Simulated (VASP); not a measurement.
GaAs:

```
CELL_PARAMETERS angstrom
0.00000 2.82685 2.82685
2.82685 0.00000 2.82685
2.82685 2.82685 0.00000
ATOMIC_POSITIONS crystal
Ga 0.00000 0.00000 0.00000
As 0.25000 0.25000 0.25000
```

| Property | Result |
| --- | --- |
| Program | VASP 6.6.1 |
| Task | relaxation of cell and atoms |
| Functional | PBE |
| Potentials or basis | VASP PAW PBE potentials, release 64 (Ga_d, As) |
| Cutoff | 520 eV |
| k mesh | 4 × 4 × 4 |
| Occupations | gaussian, width 0.02 eV |
| Spin | no spin polarisation |

At the start: pressure 3.7 GPa; volume 22.59 Å³/atom.

Q: Where does the relaxation end?

A: Over 4 steps the energy falls by 13.8 meV/atom and the volume is 23.84 Å³/atom (+5.6 %); space group F-43m (No. 216, to 0.05 Å).

The path:
```tsv
step	energy change (eV)	largest force (eV/Å)	pressure (GPa)	volume (Å³)
1	0.0000	0.0000	3.74	45.18
2	-0.0252	0.0000	-0.51	48.71
3	-0.0274	0.0000	-0.25	47.87
4	-0.0276	0.0000	0.00	47.69
```

Final structure:
```
Ga As
1.0
     0.00000    2.87822    2.87822
     2.87822    0.00000    2.87822
     2.87822    2.87822    0.00000
Ga As
1 1
Direct
  0.00000 0.00000 0.00000
  0.25000 0.25000 0.25000
```

Caveat: the k mesh is coarse (spacing up to 0.48 Å⁻¹), so the values aren't converged.
